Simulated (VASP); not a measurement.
The system is Sb.

```
Sb
1.0
     2.15060    1.24165    3.74400
    -2.15060    1.24165    3.74400
     0.00000   -2.48330    3.74400
Sb
2
Direct
  0.23364 0.23364 0.23364
  0.76636 0.76636 0.76636
```

```yaml
Program: VASP 6.6.1
Task: relaxation of cell and atoms
Functional: r2SCAN
Potentials_or_basis: VASP PAW PBE potentials, release 64 (Sb)
Cutoff: 600 eV
k_mesh: 12 × 12 × 12
Occupations: gaussian, width 0.1 eV
Spin: no spin polarisation
```

At the start: pressure 2.2 GPa; volume 29.99 Å³/atom.

Question: How do energy, volume and symmetry change on relaxing?

Answer: Over 11 steps the energy falls by 8.4 meV/atom and the volume is 31.47 Å³/atom (+4.9 %); space group R-3m (No. 166, to 0.05 Å).

Step by step:
```tsv
step	energy change (eV)	largest force (eV/Å)	pressure (GPa)	volume (Å³)
1	0.0000	0.1061	2.20	59.99
2	-0.0065	0.2476	-1.34	63.63
3	-0.0139	0.1050	0.06	62.04
4	-0.0149	0.0754	0.05	62.20
5	-0.0162	0.0007	0.03	62.61
6	-0.0162	0.0226	0.03	62.72
7	-0.0167	0.0054	-0.03	62.89
8	-0.0168	0.0060	-0.07	63.01
9	-0.0168	0.0076	-0.07	63.02
10	-0.0167	0.0148	0.13	62.83
11	-0.0168	0.0014	0.01	62.94
```

Final structure:
```
Sb
1.0
     2.17261    1.25436    3.84947
    -2.17261    1.25436    3.84947
     0.00000   -2.50871    3.84947
Sb
2
Direct
  0.23205 0.23205 0.23205
  0.76795 0.76795 0.76795
```

Caveat: the PAW data sets were made with another functional, which shifts forces and pressure a little.
